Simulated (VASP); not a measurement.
Runs of VASP 6.6.1 on Pt. It takes space group Fm-3m (No. 225, cubic). The conventional cell has a = 3.916 Å, b = 3.916 Å, c = 3.916 Å, α = 90.00°, β = 90.00°, γ = 90.00°. Around Pt (site symmetry m-3m) lie 12 Pt at 2.77 Å. 

```csv
task,level,potentials or basis,cell,cutoff (eV),gap on the mesh (eV),pressure (GPa)
relaxation of cell and atoms,PBEsol,"VASP PAW PBE potentials, release 64 (Pt)",relaxed,600,none,0.0
band structure,r2SCAN,"VASP PAW PBE potentials, release 64 (Pt)","Fm-3m, 15.01 Å³/atom",520,-,(a)
relaxation of cell and atoms,RPBE,"VASP PAW PBE potentials, release 64 (Pt)",relaxed,600,none,-0.1
band structure,LDA,"VASP PAW LDA potentials, release 64 (Pt)","Fm-3m, 15.01 Å³/atom",520,-,-4.4
```

Alike in all rows: no spin polarisation; k mesh 16 × 16 × 16; smearing methfessel-paxton 0.1 eV.

**Question.** Estimate the missing entries.

**Answer.** (a) 5.9.

Caveats: the PAW data sets were made with another functional, which shifts forces and pressure a little (some runs); spin-orbit coupling is left out, which moves the levels of the heavy elements (some runs); the relaxation stopped at its first step, so nothing moved (some runs).

A k mesh can miss the band edges, and the runs leave out spin-orbit coupling on Pt.

A gap of «none» marks a metal or a gap under the smearing width.

Runs at the PBE level aren't shown here.
